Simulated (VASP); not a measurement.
OSZICAR of a VASP run on SrO (rock salt):

OSZICAR:
```
       N       E                     dE             d eps       ncg     rms          rms(c)
DAV:   1     0.773693865560E+02    0.77369E+02   -0.87504E+03  1128   0.130E+03
DAV:   2    -0.105118899689E+02   -0.87881E+02   -0.81669E+02  1512   0.254E+02
DAV:   3    -0.141480183975E+02   -0.36361E+01   -0.36018E+01  1480   0.495E+01
DAV:   4    -0.142513869107E+02   -0.10337E+00   -0.10333E+00  1512   0.783E+00
DAV:   5    -0.142538957254E+02   -0.25088E-02   -0.25088E-02  1560   0.927E-01    0.157E+01
DAV:   6    -0.121803441357E+02    0.20736E+01   -0.10645E+01  1324   0.240E+01    0.189E+01
DAV:   7    -0.120613804389E+02    0.11896E+00   -0.63165E-01  1408   0.695E+00    0.107E+01
DAV:   8    -0.120536208009E+02    0.77596E-02   -0.13960E-01  1188   0.417E+00    0.787E-01
DAV:   9    -0.120543052560E+02   -0.68446E-03   -0.13292E-02  1588   0.968E-01    0.221E-01
DAV:  10    -0.120549825774E+02   -0.67732E-03   -0.10974E-03  1212   0.339E-01    0.633E-02
DAV:  11    -0.120551123145E+02   -0.12974E-03   -0.20575E-04  1324   0.125E-01    0.465E-02
DAV:  12    -0.120551281996E+02   -0.15885E-04   -0.26125E-05  1268   0.512E-02    0.282E-02
DAV:  13    -0.120551270205E+02    0.11791E-05   -0.38694E-06  1420   0.234E-02    0.264E-03
DAV:  14    -0.120551268218E+02    0.19863E-06   -0.47047E-07  1372   0.647E-03    0.149E-03
DAV:  15    -0.120551267568E+02    0.64991E-07   -0.33350E-08   812   0.180E-03
   1 F= -.12055127E+02 E0= -.12055127E+02  d E =0.000000E+00
```

Question: Which electronic solver shows in the log?

Answer: It is blocked Davidson (ALGO = Normal, or the opening steps of other solvers). The INCAR had ALGO = Normal.

Question: Can the final energy be trusted as converged?

Answer: Self-consistency was reached. It stopped with EDIFF = 1E-7, NELM = 100 (PBE GGA, plane waves, VASP's PBE PAW potentials (set 64)).

The compound is SrO in the rock salt structure. It was relaxed first.
